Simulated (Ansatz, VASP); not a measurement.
# Zn3SbN3 in two plane-wave programs, part 2 of 2

Aim: how closely do two programs agree when they are given the same cell, functional and k mesh? The cell is taken from a series of runs on this material, whose earlier steps may have relaxed, scaled, displaced or heated it; both programs get it as it stands.

VASP 6.6.1 and Ansatz 0.2.0.

So far: Set-up; Ansatz: single point, HSE06; VASP: single point, HSE06.

## 3. VASP: single point, HSE06 (continued)

Level of this step: HSE06; plane waves and PAW (Zn, Sb, N) (VASP).

Numbers of over 12 decimals in the logs are rounded to 6 here.

From OUTCAR (step 3):

```text
ion  position               nearest neighbor table
   1  0.643  0.643  0.118-   7 1.96   6 1.98   5 1.98   2 2.95   3 2.95   4 3.28   4 3.36   4 3.36

  LATTYP: Found a base centered monoclinic cell.
 ALAT       =     6.8556568852
 B/A-ratio  =     0.9673998135
 C/A-ratio  =     0.8161428353
 COS(beta)  =    -0.5804538109

 Subroutine GETGRP returns: Found  2 space group operations
 (whereof  2 operations were pure point group operations)

The static configuration has the point symmetry C_1h.

 Found     24 irreducible k-points:

   k-points           NKPTS =     24   k-points in BZ     NKDIM =     64   number of bands    NBANDS=     35

   dimension x,y,z NGX =    36 NGY =   36 NGZ =   42
   dimension x,y,z NGXF=    72 NGYF=   72 NGZF=   84

   ENCUT  =  520.0 eV  38.22 Ry    6.18 a.u.   8.87  8.87 10.40*2*pi/ulx,y,z

   NELECT =      56.0000    total number of electrons

 k-points in reciprocal lattice and weights: Automatic mesh
   0.00000000  0.00000000  0.00000000       0.016
   0.25000000 -0.00000000  0.00000000       0.062
   0.50000000 -0.00000000  0.00000000       0.031
   0.25000000  0.25000000  0.00000000       0.031
   0.50000000  0.25000000  0.00000000       0.062
  -0.25000000  0.25000000  0.00000000       0.031
   0.50000000  0.50000000  0.00000000       0.016
   0.00000000  0.00000000  0.25000000       0.031
   0.25000000 -0.00000000  0.25000000       0.062
[...]
-0.25000000  0.25000000  0.50000000       0.031
   0.50000000  0.50000000  0.50000000       0.016

  exchange ACFDT corr.  =         0.00000000  see jH, gK, PRB 81, 115126

 average (electrostatic) potential at core
       1 -27.2713       2 -27.3137       3 -27.3137       4 -85.4256       5 -59.4469
       6 -59.4469       7 -59.3126

 E-fermi :   2.6414

 k-point     1 :       0.0000    0.0000    0.0000
  band No.  band energies     occupation
    ...
     24      -0.9487      2.00000
     25      -0.1823      2.00000
     26       1.2643      2.00000
     27       1.5333      2.00000
     28       1.9253      2.00000
     29       5.8559      0.00000
     30       6.8113      0.00000
     31       7.7387      0.00000
     32       8.1017      0.00000
     33       9.0198      0.00000
    ...

 k-point     2 :       0.2500   -0.0000    0.0000
  band No.  band energies     occupation
    ...
     24      -0.4081      2.00000
     25       0.2054      2.00000
     26       0.9466      2.00000
     27       1.4289      2.00000
     28       2.3377      2.00000
     29       5.9162      0.00000
     30       6.8091      0.00000
     31       7.2809      0.00000
     32       8.1678      0.00000
     33      10.0221      0.00000
    ...

 k-point     3 :       0.5000   -0.0000    0.0000
  band No.  band energies     occupation
    ...
     24      -0.2652      2.00000
     25       0.1674      2.00000
     26       1.1009      2.00000
     27       1.2158      2.00000
     28       2.4862      2.00000
     29       5.6581      0.00000
     30       6.8440      0.00000
     31       7.3524      0.00000
     32       9.4867      0.00000
     33      10.1771      0.00000
    ...

  Total       -1.4783420     -1.7813314     -1.1631780      0.0000000      0.0000000     -0.3296410
  in kB      -22.8673222    -27.5540299    -17.9922947      0.0000000      0.0000000     -5.0989608
  external PRESSURE =     -22.8045489 kB  Pullay stress =       0.0000000 kB

  energy-cutoff  :      520.00
  volume of cell :      103.58
      direct lattice vectors                 reciprocal lattice vectors
     3.427828443 -3.316080596  0.000000000     0.145864943 -0.150780412  0.103977124
     3.427828443  3.316080596  0.000000000     0.145864943  0.150780412  0.103977124
    -3.247752404  0.000000000  4.556129299     0.000000000  0.000000000  0.219484552

 POSITION                                       TOTAL-FORCE (eV/Angst)
 -----------------------------------------------------------------------------------
      4.02051      0.00000      0.53986         0.079904     -0.000000     -0.060683
      1.98500     -1.46282      2.36525         0.008248      0.099198     -0.014820
      1.98500      1.46282      2.36525         0.008248     -0.099198     -0.014820
      0.40405      0.00000      0.00805        -0.741750     -0.000000      0.535915
      3.66562      1.75745      1.37010         0.085970      0.319735     -0.307991
      3.66562     -1.75745      1.37010         0.085970     -0.319735     -0.307991
      2.14941      0.00000      3.70023         0.473410     -0.000000      0.170389
 -----------------------------------------------------------------------------------
    total drift:                                0.001450     -0.000000     -0.001310

  FREE ENERGIE OF THE ION-ELECTRON SYSTEM (eV)
  ---------------------------------------------------
  free  energy   TOTEN  =       -39.0827913501 eV

  energy  without entropy=      -39.0827913501  energy(sigma->0) =      -39.08279135

 total charge
# of ion       s       p       d       tot
------------------------------------------
    1        0.532   0.522   9.866  10.920
    2        0.516   0.502   9.863  10.882
    3        0.516   0.502   9.863  10.882
    4        1.141   1.301   0.129   2.571
    5        1.236   2.443   0.000   3.679
    6        1.236   2.443   0.000   3.679
    7        1.236   2.462   0.000   3.698
--------------------------------------------------
tot          6.413  10.176  29.720  46.310

[... 3 further parts left out ...]
```

The gap is read on the k-mesh alone, so it is an upper bound where the band edges lie off the mesh.

## 4. Differences

Known differences besides the potentials themselves: exact exchange at q = 0 is treated differently, which shows on coarse meshes; VASP keeps PBE cores, Ansatz makes them for the functional; fixed occupations in Ansatz, narrow Gaussian smearing in VASP; the data sets hold 66 valence electrons in Ansatz (on its PAW soft_1 files) and 56 in VASP; the cutoff is 420 eV in Ansatz and 520 eV in VASP; VASP takes a coarser grid for exact exchange (PRECFOCK = Fast). Total energies have different zeros and are not compared.

The two programs side by side:

| quantity | Ansatz | VASP | difference |
| --- | --- | --- | --- |
| gap on the k mesh (eV) | 2.365 | 2.366 | -0.001 |

A gap on the mesh is an upper bound, since the band edges may lie between its points.

## 5. What came out

| Quantity | Value |
| --- | --- |
| difference in gap on the k mesh (single point, HSE06) | -9.1e-4 eV |

What this shows: The difference in gap on the k mesh is -9.1e-4 eV (single point, HSE06), within the 0.08 eV picked in this series as the mark of a large difference. The data sets hold unlike numbers of valence electrons (66 in Ansatz and 56 in VASP), so part of the differences comes from the potentials. Such differences can come from data sets, numerical settings and the points named under the comparisons, not from the functional's error against experiment.

[Lines on the potential files, build, host, timing and source positions are cut from VASP's logs without a mark.]

[Logs are printed without paths, hosts, clocks, repeated set-up lines and the standing remarks that a program may print on its own settings, such as how far it seeks lower states.]

[Hosts, paths, dates, database ids (printed as entryN), source tags and the programs' standing remarks are cut or masked in the printed files.]
